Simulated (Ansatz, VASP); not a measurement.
## Cu (Cu(111)) in two plane-wave programs

Wanted: the spread between two codes on one cell, functional and k mesh. Other levels of theory on this material are compared in a session of their own.

Program: Ansatz 0.2.0. Level of theory: plane waves, with VASP 6.6.1 beside it; single point at PBE. Results are calculated unless marked as measured.

**1. The structure**

The cell holds 7 atoms: 7 Cu. Cell: a = 2.553 Å, b = 2.553 Å, c = 30.505 Å, α = 90.0°, β = 90.0°, γ = 60.0°. Vacuum lies along c.

**2. Ansatz: single point, PBE**

Ansatz runs on its default PAW (the set named soft_2) files.

A single point gives forces, pressure and levels at one fixed geometry, so differences don't come from the geometry; what else differs is listed under the comparison.

File input.yaml:

```yaml
crystal:
  lattice:
    - [2.5526554801, 0.0, 0.0]
    - [1.27632774, 2.2106644929, 0.0]
    - [0.0, 0.0, 30.5054068306]
  atoms:
    - { symbol: Cu, position: [0.0, 0.0, 0.2950296664] }
    - { symbol: Cu, position: [0.3333333333, 0.3333333333, 0.3633531109] }
    - { symbol: Cu, position: [0.6666666667, 0.6666666667, 0.4316765555] }
    - { symbol: Cu, position: [0.0, 0.0, 0.5] }
    - { symbol: Cu, position: [0.3333333333, 0.3333333333, 0.5683234445] }
    - { symbol: Cu, position: [0.6666666667, 0.6666666667, 0.6366468891] }
    - { symbol: Cu, position: [0.0, 0.0, 0.7049703336] }
hamiltonian:
  xc: pbe
  pseudopotentials: { kind: paw }
kpoints:
  mp_grid: { grid: [12, 12, 1] }
scf:
  occupations: { method: methfessel_paxton, width: 0.1 }
  n_extra_bands: 5
efield:
  axis: 3
  dipole_correction: true
  ramp_width: 0.04
output:
  forces: true
  eigenvalues: true
  write_density: true
  write_potential: true
  elf: true
  volumetric_format: npy
```

The run is started by

```bash
$ ansatz run input.yaml --threads 4 --pin off --max-ram 9216MiB --backend cpu --events-out ev --progress --plain --runs-dir out
```

Numbers of over 12 decimals in the logs are rounded to 6 here.

The program printed:

```text
scf.n_extra_bands = 5 over 67 filled bands (N_el = 133.0): the run solves 72 bands
Engine: ansatz 0.2.0, aarch64-unknown-linux-gnu
Pseudopotentials: kind: paw
Pseudopotential: Cu, paw, valence charge 19, recommended cutoff 420 eV (normal), Cu.paw.azcp
Functional definition: PBE
  parameter kappa = 0.804
  parameter beta = 0.066725
  exchange = pbe_x(kappa = kappa, mu = beta*pi^2/3)
  correlation = pbe_c(beta = beta)
Crystal: 7 atoms, lattice volume = 172.144 Å³
Basis set: ecut = 420 eV, 3443 PW (Γ), exchange–correlation on 36×36×432 points (8 copies of the dense FFT grid, shifted against one another)
Bands: 72, of which v1, the nominal top of the filled ones, is band 67 counted from 1 (66 counted from 0)
Symmetry: 6 space group operations
k-points: 19 of 144 (time reversal used)
Non-local potential: Cu, projectors of the file, l = 0: 3, l = 1: 2, l = 2: 3, l = 3: 1
PAW form: soft (Blöchl's): semilocal exchange-correlation on the pseudo side does not see the compensation charge
PAW one-centre angular grid: Cu, 590 points (default); XC on 64 Gauss nodes
Initial density: superposition of atomic densities (neutral atoms: chi_scale 0, normalization atom), corrected by the library's trained network
Initial wavefunctions: pseudopotential atomic-orbital guess
Functional: x = pbe(κ = 0.804, μ = 0.219515), c = pbe(β = 0.066725)
SCF iter   1: F=—  HF=-46375.262385 eV  |F-HF|=—  |Δ(HF+E_count)|=         —  Δρ=1.78e-3  dr2=1.67e-2  ethr=1.77e-3  p=0.000 e·Å  D=1.93e-13 V/Å  ΔV_dip=-0.00 eV  dr2_dipole=1.29e-10  V_vac-E_F(+/−)=4.78/4.78 eV  ⟨swp⟩=6.1  Hψ=5344  notcnv=0
efield: sawtooth ramp at fractional position 0.9800 (placed from the atoms, in the widest stretch of the axis that holds none; the zero of the levels goes with the place), width 0.0400; the density the first Hamiltonian is built on has a dipole p = 0.000 e·Å; the dipole correction subtracts the counter field D = 1.93e-13 V/Å, which shifts the + side's vacuum level by -0.00 eV against the − side's; the planar-averaged density in the ramp window peaks in size at 4.1e-5 e/Å³
preconditioner: auto → LDOS  [metal: Δε(μ)=0.051 eV  Ē_g=5.878 eV  σ=0.100 eV  W_gap=0.38  n_scr=24 (ndim 8)  ℏωp=24.8 eV  f_vac=0.496  D(μ)=4.51/eV (n_scr^D=20)  β→1.0]
SCF iter   2: F=—  HF=-46375.265701 eV  |F-HF|=—  |Δ(HF+E_count)|=   3.32e-3  S|Δr|=    0.00e0  Δρ=3.35e-3  dr2=1.46e-2  ethr=1.26e-5  p=0.000 e·Å  D=8.85e-6 V/Å  ΔV_dip=-0.00 eV  dr2_dipole=3.49e-9  V_vac-E_F(+/−)=4.84/4.84 eV  ⟨swp⟩=2.8  Hψ=3269  notcnv=0  defer=3
SCF iter   3: F=—  HF=-46375.264434 eV  |F-HF|=—  |Δ(HF+E_count)|=   1.27e-3  S|Δr|=    0.00e0  Δρ=2.23e-3  dr2=5.32e-3  ethr=1.10e-5  p=0.000 e·Å  D=1.57e-6 V/Å  ΔV_dip=-0.00 eV  dr2_dipole=4.14e-9  V_vac-E_F(+/−)=4.81/4.81 eV  ⟨swp⟩=2.0  Hψ=2411  notcnv=0  defer=3
SCF iter   4: F=—  HF=-46375.263485 eV  |F-HF|=—  |Δ(HF+E_count)|=   9.49e-4  S|Δr|=    0.00e0  Δρ=2.94e-4  dr2=5.44e-4  ethr=4.00e-6  p=-0.000 e·Å  D=-2.10e-7 V/Å  ΔV_dip=0.00 eV  dr2_dipole=4.48e-10  V_vac-E_F(+/−)=4.82/4.82 eV  ⟨swp⟩=2.1  Hψ=2043  notcnv=0  defer=3
SCF iter   5: F=—  HF=-46375.263429 eV  |F-HF|=—  |Δ(HF+E_count)|=   5.57e-5  S|Δr|=    0.00e0  Δρ=3.86e-4  dr2=2.31e-4  ethr=4.09e-7  p=0.000 e·Å  D=4.28e-7 V/Å  ΔV_dip=-0.00 eV  dr2_dipole=2.16e-10  V_vac-E_F(+/−)=4.83/4.83 eV  ⟨swp⟩=3.1  Hψ=2645  notcnv=0  defer=3
SCF iter   6: F=—  HF=-46375.263389 eV  |F-HF|=—  |Δ(HF+E_count)|=   4.02e-5  S|Δr|=    0.00e0  Δρ=7.79e-5  dr2=1.69e-5  ethr=1.74e-7  p=0.000 e·Å  D=1.48e-7 V/Å  ΔV_dip=-0.00 eV  dr2_dipole=1.49e-11  V_vac-E_F(+/−)=4.83/4.83 eV  ⟨swp⟩=2.0  Hψ=2024  notcnv=0  defer=3
SCF iter   7: F=—  HF=-46375.263443 eV  |F-HF|=—  |Δ(HF+E_count)|=   5.42e-5  S|Δr|=    0.00e0  Δρ=6.60e-5  dr2=5.27e-6  ethr=1.27e-8  p=0.000 e·Å  D=1.74e-7 V/Å  ΔV_dip=-0.00 eV  dr2_dipole=2.60e-12  V_vac-E_F(+/−)=4.84/4.84 eV  ⟨swp⟩=2.2  Hψ=2125  notcnv=0  defer=3
SCF iter   8: F=—  HF=-46375.263445 eV  |F-HF|=—  |Δ(HF+E_count)|=   1.31e-6  S|Δr|=    0.00e0  Δρ=2.57e-5  dr2=1.16e-6  ethr=3.96e-9  p=0.000 e·Å  D=8.00e-8 V/Å  ΔV_dip=-0.00 eV  dr2_dipole=1.97e-12  V_vac-E_F(+/−)=4.84/4.84 eV  ⟨swp⟩=2.0  Hψ=2072  notcnv=0  defer=3
SCF iter   9: F=—  HF=-46375.263446 eV  |F-HF|=—  |Δ(HF+E_count)|=   1.01e-6  S|Δr|=    0.00e0  Δρ=9.32e-6  dr2=1.58e-7  ethr=8.70e-10  p=0.000 e·Å  D=6.26e-9 V/Å  ΔV_dip=-0.00 eV  dr2_dipole=2.26e-12  V_vac-E_F(+/−)=4.84/4.84 eV  ⟨swp⟩=2.0  Hψ=2034  notcnv=0  defer=3
SCF iter  10: F=-46375.263446 eV  HF=-46375.263446 eV  |F-HF|=3.47e-8  |Δ(HF+E_count)|=   1.52e-7  S|Δr|=    0.00e0  Δρ=6.34e-6  dr2=7.08e-8  ethr=7.52e-11  p=0.000 e·Å  D=8.49e-9 V/Å  ΔV_dip=-0.00 eV  dr2_dipole=3.82e-13  V_vac-E_F(+/−)=4.84/4.84 eV  ⟨swp⟩=14.5  Hψ=11836  notcnv=0
SCF 1 converged in 10 iterations: F = -46375.263446 eV  dr2 = 7.08e-8
  greatest PAW one-centre occupation: 1.000 electrons in one spin orbital (limit 2), on the Cu atom at site 6 (counted from 0), in its partial waves of l = 0
WARN: The input density's exchange-correlation potential varies sharply where the density is thin. Do not read a vacuum level from v_tot or v_xc, or from such a field of the output density. On a cell that repeats whose density bears no net charge and no dipole along the vacuum's axis use v_es (v_loc + v_h of the components); under efield.dipole_correction with no amplitude use v_es + v_field, which holds any external [...]
SCF converged after 10 iterations
Stability not checked: this state was not tested for a lower state beside it, because cold or Methfessel-Paxton smearing, or corrected tetrahedra, fill the levels in a way that the test cannot read (fill_not_monotonic; see scf.lower_state_search)
Free energy (F): -46375.263446 eV
Harris-Foulkes:  -46375.263446 eV  (|F-HF|=3.47e-8)
Internal energy: -46375.257981 eV  (E = F + TS)
E sigma→0 (E₀):  -46375.262080 eV
Entropy (-TS):   -0.005465 eV (-0.781 meV/atom)
Fermi energy:    5.548563 eV
Dipole field:    D = 0.000001 V/Å  (p = 0.000001 e·Å, saw-weighted, corrected)
Work function:   Φ+ = 4.8387 eV   Φ− = 4.8388 eV
Levels:          The Fermi level and band energies are counted from a zero that moves with the ramp; work functions are not
--- Per-component energies (eV) ---
  E_band       = -3989.739731
  E_kinetic    = 2098.639103
  E_local      = -426697.939247  (includes V_loc(G=0)·N_el)
  E_nonlocal   = 2732.457890
  E_hartree    = 210926.386287
  E_xc         = -624.916985
  E_vxc        = -806.236302  (∫ρ·V_xc dr)
  E_paw        = -11643.680259  (= ΣΔE_a)
  E_vpaw       = -3169.451647  (= ΣTr[D̂ρ^β])
  E_aug_tail   = 0.001925  (compensation charges beyond the density's cutoff)
  E_efield     = 0.000000  (sawtooth field / dipole correction)
  E_vefield    = 0.000000  (∫n·V_field dr)
  E_ewald      = 176833.793305
  E_smearing   = -0.005465  (= −TS)
  E_closure    = 0.000000  (closes the sum)
  Σ components = -46375.263446   (vs F -46375.263446, Δ=0.00e0)
--- Forces (eV/Å), atoms counted from 1 ---
  atom   1  Cu    -0.00000000     0.00000000    -0.03181964
  atom   2  Cu     0.00000000     0.00000000     0.00123695
  atom   3  Cu     0.00000000     0.00000000    -0.02311776
  atom   4  Cu    -0.00000000    -0.00000000     0.00000017
  atom   5  Cu    -0.00000000     0.00000000     0.02311770
  atom   6  Cu    -0.00000000     0.00000000    -0.00123705
  atom   7  Cu     0.00000000    -0.00000000     0.03181944
  max |Σ_I F_I| component: 1.86e-7 eV/Å
--- Band table (eV; the first three rows and the last of 19) ---
  k-point 0: bands = [... 63 lower, 3.8294, 3.8294, 3.9717, 3.9717, 4.0192, 4.0192, 4.8129, 5.1619, ... 1 higher]
  k-point 1: bands = [... 63 lower, 3.7114, 3.8307, 3.8906, 3.9733, 4.0236, 4.3372, 5.3065, 5.7637, ... 1 higher]
  k-point 2: bands = [... 63 lower, 3.7893, 3.8312, 3.9770, 4.0350, 4.2585, 5.0274, 6.2156, 6.9486, ... 1 higher]
  k-point 18: bands = [... 63 lower, 8.9266, 8.9607, 8.9607, 9.0808, 9.3211, 9.3211, 9.9749, 9.9749, ... 1 higher]
```

The job ended after 9.3 s (4 threads of Arm Neoverse V1, shared host; peak memory 0.65 GiB).

In the SCF lines HF is the Harris–Foulkes energy and dr2 the Hartree energy of the density residual, in eV; the loop may stop once dr2 is under the threshold and the program's other checks hold. Hψ counts applications of the Hamiltonian.

**3. VASP: single point, PBE**

The same cell, functional, mesh and smearing now go to VASP, with its own data sets and cutoff.

Lines of VASP's logs that name or quote its potential files are left out, and so is its time.

File INCAR:

```
SYSTEM = Cu
PREC = Normal
ENCUT = 360
EDIFF = 1E-06
NELM = 120
ISMEAR = 1
SIGMA = 0.1
LREAL = .FALSE.
ALGO = Normal
GGA = PE
NBANDS = 47
LASPH = .TRUE.
LORBIT = 11
LWAVE = .FALSE.
LCHARG = .FALSE.
KPAR = 4
IDIPOL = 3
LDIPOL = .TRUE.
DIPOL = 0.5 0.5 0.5
LVHAR = .TRUE.
LVACPOTAV = .TRUE.
```

File POSCAR:

```
Cu
1.0
    2.5526554801      0.0000000000      0.0000000000
    1.2763277400      2.2106644929      0.0000000000
    0.0000000000      0.0000000000     30.5054068306
Cu
7
Direct
    0.0000000000      0.0000000000      0.2950296664
    0.3333333333      0.3333333333      0.3633531109
    0.6666666667      0.6666666667      0.4316765555
    0.0000000000      0.0000000000      0.5000000000
    0.3333333333      0.3333333333      0.5683234445
    0.6666666667      0.6666666667      0.6366468891
    0.0000000000      0.0000000000      0.7049703336
```

File KPOINTS:

```
Automatic mesh
0
Gamma
12 12 1
0 0 0
```

PAW data sets: Cu (PBE family, release 64).

The run is started by

```bash
$ mpirun -np 4 vasp_std
```

The program printed:

```text
[banner, memory and clock lines left out]
running    4 mpi-ranks, on    1 nodes
 distrk:  each k-point on    1 cores,    4 groups
 distr:  one band on    1 cores,    1 groups

 POSCAR found type information on POSCAR Cu
 POSCAR found :  1 types and       7 ions
 LDA part: xc-table for (Slater+PW92), standard interpolation
 POSCAR, INCAR and KPOINTS ok, starting setup
 FFT: planning ... GRIDC
 FFT: planning ... GRID_SOFT
 FFT: planning ... GRID
 WAVECAR not read
 entering main loop
       N       E                     dE             d eps       ncg     rms          rms(c)
DAV:   1     0.638316892905E+03    0.63832E+03   -0.27661E+04  1786   0.181E+03
DAV:   2     0.408691360908E+02   -0.59745E+03   -0.57998E+03  1793   0.401E+02
DAV:   3    -0.287021401196E+02   -0.69571E+02   -0.64855E+02  1884   0.189E+02
DAV:   4    -0.311172756697E+02   -0.24151E+01   -0.24001E+01  2032   0.467E+01
DAV:   5    -0.311771981268E+02   -0.59922E-01   -0.59906E-01  2042   0.586E+00    0.199E+01
DAV:   6    -0.278934314245E+02    0.32838E+01   -0.68665E+01  2024   0.126E+02    0.107E+01
DAV:   7    -0.252464177752E+02    0.26470E+01   -0.13002E+01  2041   0.567E+01    0.181E+00
DAV:   8    -0.253180028024E+02   -0.71585E-01   -0.23915E+00  2197   0.515E+01    0.224E+00
DAV:   9    -0.252373734440E+02    0.80629E-01   -0.39488E-01  2634   0.158E+01    0.140E+00
DAV:  10    -0.251989457965E+02    0.38428E-01   -0.13806E-01  3203   0.114E+01    0.426E-01
DAV:  11    -0.251999709410E+02   -0.10251E-02   -0.52237E-02  2638   0.446E+00    0.187E-01
DAV:  12    -0.251999481442E+02    0.22797E-04   -0.11005E-02  2168   0.273E+00    0.104E-01
DAV:  13    -0.251998536923E+02    0.94452E-04   -0.17241E-03  2047   0.116E+00    0.625E-02
DAV:  14    -0.251995780165E+02    0.27568E-03   -0.87085E-04  2289   0.486E-01    0.456E-02
DAV:  15    -0.251995711613E+02    0.68551E-05   -0.16444E-04  2084   0.409E-01    0.141E-02
DAV:  16    -0.251996473599E+02   -0.76199E-04   -0.82339E-05  2368   0.887E-02    0.114E-02
DAV:  17    -0.251997974951E+02   -0.15014E-03   -0.60363E-05  2023   0.146E-01    0.115E-02
DAV:  18    -0.251999007288E+02   -0.10323E-03   -0.26766E-05  2369   0.126E-01    0.687E-03
DAV:  19    -0.251999615622E+02   -0.60833E-04   -0.17404E-05  2106   0.803E-02    0.687E-03
DAV:  20    -0.251999994663E+02   -0.37904E-04   -0.99953E-06  2044   0.581E-02    0.299E-03
DAV:  22    -0.252000105225E+02   -0.38692E-05   -0.86177E-07  1054   0.215E-02    0.193E-03
DAV:  23    -0.252000110337E+02   -0.51124E-06   -0.21632E-07  1124   0.102E-02
|                                                                             |
|           W    W    AA    RRRRR   N    N  II  N    N   GGGG   !!!           |
|           W    W   A  A   R    R  NN   N  II  NN   N  G    G  !!!           |
|           W    W  A    A  R    R  N N  N  II  N N  N  G       !!!           |
|           W WW W  AAAAAA  RRRRR   N  N N  II  N  N N  G  GGG   !            |
|           WW  WW  A    A  R   R   N   NN  II  N   NN  G    G                |
|           W    W  A    A  R    R  N    N  II  N    N   GGGG   !!!           |
|                                                                             |
|     Did not find any points to average over, which means that no vacuum     |
|     field-free region was found. Please increase the size of  your cell     |
|     in the dimension of the dipole correction to obtain accurate            |
|     workfunction values.                                                    |
|                                                                             |

   1 F= -.25200011E+02 E0= -.25198211E+02  d E =-.540103E-02
```

Parts of OUTCAR (step 3):

```text
ion  position               nearest neighbor table
   1  0.000  0.000  0.295-   2 2.55   2 2.55   2 2.55
   2  0.333  0.333  0.363-   1 2.55   1 2.55   1 2.55   3 2.55   3 2.55   3 2.55
   3  0.667  0.667  0.432-   4 2.55   4 2.55   4 2.55   2 2.55   2 2.55   2 2.55
   4  0.000  0.000  0.500-   3 2.55   5 2.55   3 2.55   5 2.55   3 2.55   5 2.55
   5  0.333  0.333  0.568-   4 2.55   4 2.55   4 2.55   6 2.55   6 2.55   6 2.55
   6  0.667  0.667  0.637-   7 2.55   7 2.55   7 2.55   5 2.55   5 2.55   5 2.55
   7  0.000  0.000  0.705-   6 2.55   6 2.55   6 2.55

  LATTYP: Found a hexagonal cell.
 ALAT       =     2.5526554801
 C/A-ratio  =    11.9504598519

 Subroutine GETGRP returns: Found 12 space group operations
 (whereof 12 operations were pure point group operations)

The static configuration has the point symmetry D_3d.

 Found     19 irreducible k-points:

   k-points           NKPTS =     19   k-points in BZ     NKDIM =     19   number of bands    NBANDS=     47

   dimension x,y,z NGX =    12 NGY =   12 NGZ =  144
   dimension x,y,z NGXF=    24 NGYF=   24 NGZF=  288

   ENCUT  =  360.0 eV  26.46 Ry    5.14 a.u.   3.95  3.95 47.19*2*pi/ulx,y,z

   NELECT =      77.0000    total number of electrons

 k-points in reciprocal lattice and weights: Automatic mesh
   0.00000000  0.00000000  0.00000000       0.007
   0.08333333 -0.00000000  0.00000000       0.042
   0.16666667  0.00000000  0.00000000       0.042
   0.25000000  0.00000000  0.00000000       0.042
   0.33333333  0.00000000  0.00000000       0.042
   0.41666667  0.00000000  0.00000000       0.042
   0.50000000  0.00000000  0.00000000       0.021
   0.16666667  0.08333333  0.00000000       0.042
   0.25000000  0.08333333  0.00000000       0.083
[...]
-0.41666667  0.25000000  0.00000000       0.083
  -0.33333333  0.33333333  0.00000000       0.014

 dipolmoment           0.000000      0.000000      0.000000 electrons x Angstroem

 average (electrostatic) potential at core
       1 -69.8428       2 -70.0951       3 -70.0605       4 -70.0939       5 -70.0605
       6 -70.0951       7 -69.8428

 E-fermi :   1.1427

 k-point     1 :       0.0000    0.0000    0.0000
  band No.  band energies     occupation
    ...
     39      -0.4629      2.00000
     40      -0.4165      2.00000
     41      -0.4165      2.00000
     42       0.4283      2.00000
     43       0.7899      2.00001
     44       5.3120      0.00000
     45       5.6294      0.00000
     46       5.9280      0.00000
     47       6.7346      0.00000

 k-point     2 :       0.0833   -0.0000    0.0000
  band No.  band energies     occupation
    ...
     38      -0.5369      2.00000
     39      -0.4613      2.00000
     40      -0.4123      2.00000
     41      -0.0807      2.00000
     42       0.9114      2.00513
     43       1.3799     -0.00403
     44       5.4697      0.00000
     45       5.8327      0.00000
     46       6.1111      0.00000
     47       6.9303      0.00000

 k-point     3 :       0.1667    0.0000    0.0000
  band No.  band energies     occupation
    ...
     37      -0.6024      2.00000
     38      -0.4579      2.00000
     39      -0.4013      2.00000
     40      -0.1651      2.00000
     41       0.6157      2.00000
     42       1.8177     -0.00000
     43       2.5588     -0.00000
     44       5.9266      0.00000
     45       6.4423      0.00000
     46       6.6905      0.00000
    ...

  Total        0.1854682      0.1854682      0.6189398     -0.0000000      0.0000000      0.0000000
  in kB        1.7261887      1.7261887      5.7605919     -0.0000000      0.0000000      0.0000000
  external PRESSURE =       3.0709898 kB  Pullay stress =       0.0000000 kB

  energy-cutoff  :      360.00
  volume of cell :      172.14
      direct lattice vectors                 reciprocal lattice vectors
     2.552655480  0.000000000  0.000000000     0.391748909 -0.226176338  0.000000000
     1.276327740  2.210664493  0.000000000     0.000000000  0.452352676  0.000000000
     0.000000000  0.000000000 30.505406831     0.000000000  0.000000000  0.032781074

 POSITION                                       TOTAL-FORCE (eV/Angst)
 -----------------------------------------------------------------------------------
      0.00000      0.00000      9.00000        -0.000000      0.000000     -0.055123
      1.27633      0.73689     11.08423         0.000000      0.000000     -0.010230
      2.55266      1.47378     13.16847         0.000000      0.000000     -0.014023
      0.00000      0.00000     15.25270        -0.000000     -0.000000      0.000000
      1.27633      0.73689     17.33694         0.000000     -0.000000      0.014023
      2.55266      1.47378     19.42117        -0.000000     -0.000000      0.010230
      0.00000      0.00000     21.50541         0.000000      0.000000      0.055123
 -----------------------------------------------------------------------------------
    total drift:                                0.000000      0.000000      0.000000

  FREE ENERGIE OF THE ION-ELECTRON SYSTEM (eV)
  ---------------------------------------------------
  free  energy   TOTEN  =       -25.2000110337 eV

  energy  without entropy=      -25.1946100013  energy(sigma->0) =      -25.19821069

 vacuum level on the upper side and lower side of the slab         5.951         5.951

 total charge
# of ion       s       p       d       tot
------------------------------------------
    1        0.455   0.294   9.180   9.929
    2        0.445   0.376   9.179  10.000
    3        0.449   0.387   9.168  10.005
    4        0.449   0.385   9.169  10.003
    5        0.449   0.387   9.168  10.005
    6        0.445   0.376   9.179  10.000
    7        0.455   0.294   9.180   9.929
--------------------------------------------------
tot          3.150   2.501  64.220  69.871

[... 3 further parts left out ...]
```

**4. Differences**

Known differences besides the potentials themselves: the data sets hold 133 valence electrons in Ansatz (default PAW (the set named soft_2) files) and 77 in VASP; the cutoff is 420 eV in Ansatz and 360 eV in VASP (PREC = Normal). Total energies have different zeros and are not compared.

Both answers:

```csv
quantity,Ansatz,VASP,difference
"work function, lower of the two faces (eV)",4.84,4.81,+0.03
"work function, higher of the two faces (eV)",4.84,4.81,+0.03
```

At this near-relaxed geometry the largest component of a force difference is 23 meV/Å. VASP's log warns that it found no field-free region in the vacuum, so its work functions are uncertain.

**5. What came out**

```
difference in work function, higher of the two faces (single point, PBE) : 0.030 eV
r.m.s. force difference (single point, PBE)                              : 8.5 meV/Å
```

The r.m.s. force difference is 8.5 meV/Å (single point, PBE), within the 12 meV/Å picked in this series as the mark of a large difference. 6 further runs of this series are not shown here. How closely two codes agree says nothing of how well the functional describes the real material.

[Lines on the potential files, build, host, timing and source positions are cut from VASP's logs without a mark.]

[Logs are printed without paths, hosts, clocks, repeated set-up lines and the standing remarks that a program may print on its own settings, such as how far it seeks lower states.]

[Hosts, paths, dates, database ids (printed as entryN), source tags and the programs' standing remarks are cut or masked in the printed files.]
